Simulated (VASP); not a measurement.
Ti, 2 atoms in the cell. The structure is hexagonal, space group P6_3/mmc (No. 194). Conventional cell: a = 2.847 Å, b = 2.847 Å, c = 4.499 Å, α = 90.00°, β = 90.00°, γ = 120.00°. Ti (site symmetry -6m2) is surrounded by 12 Ti at 2.79 to 2.85 Å.  The cell isn't the ideal one: a relaxed cell with its volume scaled by 0.96.

- Program: VASP 6.6.1
- Task: relaxation of shape and atoms at fixed volume
- Functional: PBE
- Dispersion: D3(BJ)
- Potentials or basis: VASP PAW PBE potentials, release 64 (Ti_sv)
- Cutoff: 600 eV
- k mesh: 15 × 15 × 8
- Occupations: methfessel-paxton, width 0.1 eV
- Spin: no spin polarisation
- Further INCAR settings: ALGO = Normal; EDIFF = 1e-07; IBRION = 2; EDIFFG = -0.01; NSW = 40; ISIF = 4

Potentials or basis: VASP PAW PBE potentials, release 64 (Ti_sv).

Run with:

```console
$ cat potpaw_PBE.64/Ti_sv/POTCAR > POTCAR
$ mpirun -np 1 vasp_std > vasp.out
```

Hardware: 1 thread of Intel(R) Xeon(R) Platinum 8488C (Sapphire Rapids), on a shared host.

How long does it take, and how much memory?

It took 71 s on 1 thread of Intel(R) Xeon(R) Platinum 8488C (Sapphire Rapids), on a shared host, peak memory 0.21 GiB. Counts: scf iterations 15, k points 135, ion steps 1.
